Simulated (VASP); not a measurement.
Level of theory: PW91 GGA, VASP's PBE PAW potentials (set 64) (plane waves; VASP).

A VASP calculation is set up with these files.

**INCAR**
```
ALGO = Normal
EDIFF = 1E-6
EDIFFG = -0.01
ENCUT = 520
GGA = 91
IBRION = 2
ISIF = 3
ISMEAR = 0
LASPH = .TRUE.
LCHARG = .FALSE.
LREAL = .FALSE.
LWAVE = .FALSE.
NELM = 100
NSW = 60
PREC = Accurate
SIGMA = 0.05
SYSTEM = AlN
```

POSCAR:
```
AlN
1
    0.0000000000     2.1900000000     2.1900000000
    2.1900000000     0.0000000000     2.1900000000
    2.1900000000     2.1900000000     0.0000000000
Al N
1 1
Direct
  0.0000000000   0.0000000000   0.0000000000
  0.2500000000   0.2500000000   0.2500000000
```

File KPOINTS:
```
Regular mesh
0
gamma
 9 9 9
0 0 0
```

POTCAR, in this order: Al N (PBE.64 set). Program: vasp_std.

Output of the run:

File OSZICAR:
```
       N       E                     dE             d eps       ncg     rms          rms(c)
DAV:   1     0.108083500801E+02    0.10808E+02   -0.41411E+03   560   0.835E+02
DAV:   2    -0.168869445914E+02   -0.27695E+02   -0.27069E+02   768   0.144E+02
DAV:   3    -0.174014926584E+02   -0.51455E+00   -0.51455E+00   632   0.259E+01
DAV:   4    -0.174030793180E+02   -0.15867E-02   -0.15867E-02   880   0.138E+00
DAV:   5    -0.174030816162E+02   -0.22982E-05   -0.22982E-05   616   0.414E-02    0.871E+00
DAV:   6    -0.149585390471E+02    0.24445E+01   -0.14169E+01   600   0.242E+01    0.289E+00
DAV:   7    -0.149458193702E+02    0.12720E-01   -0.10481E-01   576   0.340E+00    0.197E+00
DAV:   8    -0.149367041030E+02    0.91153E-02   -0.18737E-02   648   0.188E+00    0.397E-01
DAV:   9    -0.149364199252E+02    0.28418E-03   -0.76570E-04   760   0.224E-01    0.201E-01
DAV:  10    -0.149365046749E+02   -0.84750E-04   -0.18753E-04   632   0.120E-01    0.349E-02
DAV:  11    -0.149365032747E+02    0.14002E-05   -0.30671E-06   632   0.153E-02    0.124E-02
DAV:  12    -0.149365034220E+02   -0.14728E-06   -0.48745E-07   376   0.715E-03
   1 F= -.14936503E+02 E0= -.14936503E+02  d E =-.149365E+02
       N       E                     dE             d eps       ncg     rms          rms(c)
DAV:   1    -0.149519566646E+02   -0.15453E-01   -0.37748E-01   560   0.564E+00    0.840E-01
DAV:   2    -0.149372404928E+02    0.14716E-01   -0.90011E-02   576   0.201E+00    0.180E-01
DAV:   3    -0.149371088380E+02    0.13165E-03   -0.10181E-03   648   0.351E-01    0.680E-02
DAV:   4    -0.149370124993E+02    0.96339E-04   -0.51663E-05   728   0.642E-02    0.276E-02
DAV:   5    -0.149370003475E+02    0.12152E-04   -0.11374E-05   600   0.293E-02    0.143E-02
DAV:   6    -0.149370000359E+02    0.31153E-06   -0.11229E-07   304   0.361E-03
   2 F= -.14937000E+02 E0= -.14937000E+02  d E =-.496614E-03
       N       E                     dE             d eps       ncg     rms          rms(c)
DAV:   1    -0.149421578553E+02   -0.51575E-02   -0.84265E-02   560   0.269E+00    0.396E-01
DAV:   2    -0.149388981689E+02    0.32597E-02   -0.19618E-02   576   0.942E-01    0.875E-02
DAV:   3    -0.149388680530E+02    0.30116E-04   -0.24039E-04   648   0.170E-01    0.327E-02
DAV:   4    -0.149388474800E+02    0.20573E-04   -0.11121E-05   720   0.299E-02    0.139E-02
DAV:   5    -0.149388452466E+02    0.22333E-05   -0.26071E-06   560   0.143E-02    0.679E-03
DAV:   6    -0.149388453661E+02   -0.11948E-06   -0.26479E-08   304   0.178E-03
   3 F= -.14938845E+02 E0= -.14938845E+02  d E =-.234194E-02
```

### OUTCAR
```
------------------------ aborting loop because EDIFF is reached ----------------------------------------
  FORCE on cell =-STRESS in cart. coord.  units (eV):
  Direction    XX          YY          ZZ          XY          YZ          ZX
  --------------------------------------------------------------------------------------
  Total        0.0004733      0.0004733      0.0004733      0.0000000      0.0000000      0.0000000
  in kB        0.0356203      0.0356203      0.0356203      0.0000000      0.0000000      0.0000000
  external PRESSURE =       0.0356203 kB  Pullay stress =       0.0000000 kB
  volume of cell :       21.29
      direct lattice vectors                 reciprocal lattice vectors
     0.000000000  2.199808216  2.199808216    -0.227292541  0.227292541  0.227292541
     2.199808216  0.000000000  2.199808216     0.227292541 -0.227292541  0.227292541
     2.199808216  2.199808216  0.000000000     0.227292541  0.227292541 -0.227292541
  FREE ENERGIE OF THE ION-ELECTRON SYSTEM (eV)
  ---------------------------------------------------
  free  energy   TOTEN  =       -14.9388453661 eV

  energy  without entropy=      -14.9388453661  energy(sigma->0) =      -14.93884537

 reached required accuracy - stopping structural energy minimisation
```
(Selected blocks of OUTCAR.)

File CONTCAR:
```
AlN
   1.00000000000000
     0.0000000000000000    2.1998082157968093    2.1998082157968093
     2.1998082157968093    0.0000000000000000    2.1998082157968093
     2.1998082157968093    2.1998082157968093    0.0000000000000000
  Al              N
     1     1
Direct
     0.0000000000000000    0.0000000000000000    0.0000000000000000
     0.2500000000000000    0.2500000000000000    0.2500000000000000
```

The compound is AlN in the zinc blende structure, a metastable form; wurtzite is the usual one. This run relaxes it. Symmetry was kept, so distortions that lower it aren't found.
